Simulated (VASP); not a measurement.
These are PBEsol GGA, VASP's PBE PAW potentials (set 64) (plane waves; VASP) values and carry that method's errors.

VASP ran on this input.

### KPOINTS
```
k-points along high-symmetry lines
8
Line-mode
Reciprocal
  0.000000   0.000000   0.000000 ! GAMMA
 -0.500000  -0.500000   0.000000 ! Y

 -0.500000  -0.500000   0.000000 ! Y
 -0.625000  -0.375000   0.000000 ! C_0

 -0.375000   0.375000   0.000000 ! SIGMA_0
  0.000000   0.000000   0.000000 ! GAMMA

  0.000000   0.000000   0.000000 ! GAMMA
  0.500000   0.500000   0.500000 ! Z

  0.500000   0.500000   0.500000 ! Z
  0.125000   0.875000   0.500000 ! A_0

 -0.125000   0.125000   0.500000 ! E_0
  0.000000   0.000000   0.500000 ! T

  0.000000   0.000000   0.500000 ! T
 -0.500000  -0.500000   0.000000 ! Y

  0.000000   0.000000   0.000000 ! GAMMA
 -0.500000   0.000000   0.000000 ! S

 -0.500000   0.000000   0.000000 ! S
  0.000000   0.500000   0.500000 ! R

  0.000000   0.500000   0.500000 ! R
  0.500000   0.500000   0.500000 ! Z

  0.500000   0.500000   0.500000 ! Z
  0.000000   0.000000   0.500000 ! T
```

POSCAR:
```
Ga4As3P
11.2114750
  0.0000545447   0.5000000141   0.4990361001
  0.5000000141   0.0000545447   0.4990361001
  0.2500272794   0.2500272794   0.0000000000
Ga P As
4 1 3
direct
  0.0047796673   0.0047796673   0.9904406655
  0.0028549011   0.4926187868   0.0045263120
  0.4926187868   0.0028549011   0.0045263120
  0.4997951091   0.4997951091   0.0004097820
  0.1249561184   0.1249561184   0.2500877631
  0.1246534338   0.6252035682   0.2501429980
  0.6252035682   0.1246534338   0.2501429980
  0.6251384154   0.6251384154   0.2497231692
```

**INCAR**
```
# general
SYSTEM  = Ga4As3P
PREC    = Accurate
ENCUT   = 400
LREAL   = .FALSE.
LASPH   = .TRUE.
ICHARG  = 11

# electronic loop
EDIFF   = 1E-7
NELM    = 100
ALGO    = Normal
LMAXMIX = 4

# smearing
ISMEAR  = 0
SIGMA   = 0.05

# functional
GGA     = PS

# output
LWAVE   = .FALSE.
LCHARG  = .FALSE.
LORBIT  = 11
```

POTCAR, in this order: Ga_d P As (PBE.64 set). Program: vasp_std. Read from the step before: CHGCAR.

The resulting files:

### OSZICAR
```
       N       E                     dE             d eps       ncg     rms          rms(c)
DAV:   1     0.561690447295E+03    0.56169E+03   -0.29143E+04  7917   0.208E+03
DAV:   2     0.528562632189E+02   -0.50883E+03   -0.49693E+03  8179   0.526E+02
DAV:   3    -0.299522131893E+02   -0.82808E+02   -0.80081E+02  8851   0.158E+02
DAV:   4    -0.350916449698E+02   -0.51394E+01   -0.50497E+01  9076   0.394E+01
DAV:   5    -0.352699126857E+02   -0.17827E+00   -0.17757E+00  9338   0.686E+00
DAV:   6    -0.352778546464E+02   -0.79420E-02   -0.79392E-02 11224   0.137E+00
DAV:   7    -0.352780035436E+02   -0.14890E-03   -0.14888E-03  9550   0.154E-01
DAV:   8    -0.352780065201E+02   -0.29765E-05   -0.29765E-05 11125   0.262E-02
DAV:   9    -0.352780065706E+02   -0.50477E-07   -0.50471E-07  6996   0.274E-03
   1 F= -.35278007E+02 E0= -.35278007E+02  d E =-.814114E-12
```

### OUTCAR
```
 val. band max:        4.0278628303   @ k =   0.0000   0.0000   0.0000

 cond. band min:       4.7401347933   @ k =   0.0000   0.0000   0.0000



 k-point     1 :       0.0000    0.0000    0.0000
  band No.  band energies     occupation
      1     -10.8734      2.00000
      2     -10.8468      2.00000
      3     -10.8088      2.00000
      4     -10.7858      2.00000
      5     -10.7538      2.00000
      6     -10.7413      2.00000
      7     -10.7358      2.00000
      8     -10.7321      2.00000
      9     -10.7088      2.00000
     10     -10.7081      2.00000
     11     -10.6978      2.00000
     12     -10.6644      2.00000
     13     -10.6617      2.00000
     14     -10.6570      2.00000
     15     -10.6549      2.00000
     16     -10.6404      2.00000
     17     -10.6333      2.00000
     18     -10.6184      2.00000
     19     -10.5774      2.00000
     20     -10.5673      2.00000
     21      -8.7149      2.00000
     22      -6.9287      2.00000
     23      -6.7838      2.00000
     24      -6.0446      2.00000
     25      -2.8591      2.00000
     26      -2.7587      2.00000
     27      -2.6272      2.00000
     28       1.2452      2.00000
     29       1.2658      2.00000
     30       2.6751      2.00000
     31       2.8100      2.00000
     32       2.8551      2.00000
     33       2.9853      2.00000
     34       4.0049      2.00000
     35       4.0237      2.00000
     36       4.0279      2.00000
     37       4.7401      0.00000
     38       5.0604      0.00000
     39       5.0710      0.00000
     40       5.3680      0.00000
     41       5.5893      0.00000
     42       7.6877      0.00000
     43       7.7183      0.00000

 k-point     2 :      -0.0714   -0.0714    0.0000
  band No.  band energies     occupation
      1     -10.8727      2.00000
      2     -10.8464      2.00000
      3     -10.8085      2.00000
      4     -10.7855      2.00000
      5     -10.7545      2.00000
      6     -10.7411      2.00000
...
```

The density is held fixed in this step, so its total energy and stress have no physical meaning.

The structure was generated: Ga4As3P was put into an ordered model structure (Amm2), which need not be its known phase. It was relaxed first.
